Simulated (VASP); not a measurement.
Calculation: RPBE GGA, VASP's PBE PAW potentials (set 64) (plane waves; VASP).

Input for VASP

### INCAR
```
SIGMA = 0.05
LASPH = .True.
LREAL = .False.   ! projection in real space or not
ENCUT = 520   ! plane-wave cut-off (eV)
PREC = Accurate
LCHARG = .False.
ISIF = 2   ! forces and stress, cell fixed
SYSTEM = CaF2
NELM = 100
ISMEAR = 0
EDIFF = 1E-7
GGA = RP
LWAVE = .False.
ALGO = Normal   ! blocked Davidson
```

### POSCAR
```
CaF2
1.0
  0.0000000000   2.7489025750   2.7489025750
  2.7489025750   0.0000000000   2.7489025750
  2.7489025750   2.7489025750   0.0000000000
Ca F
1 2
Cart
  0.0000000000   0.0000000000   0.0000000000
  1.3744512875   1.3744512875   1.3744512875
  4.1233538625   4.1233538625   4.1233538625
```

### KPOINTS
```
Automatic
0
G
7 7 7
0 0 0
```

POTCAR, in this order: Ca_sv F (PBE.64 set). Program: vasp_std.

Problem. What will the output report for the number of irreducible k-points (NKPTS), largest plane-wave count, number of space-group operations, FFT grid (NGX, NGY, NGZ)?

Solution. 
```
Item                                          Result
--------------------------------------  ------------
number of irreducible k-points (NKPTS)            20
largest plane-wave count                        1139
number of space-group operations                  48
FFT grid (NGX, NGY, NGZ)                30 × 30 × 30
```

The compound is CaF2 in the fluorite structure. This cell is one point of a volume scan, at 0.94 of the reference volume.
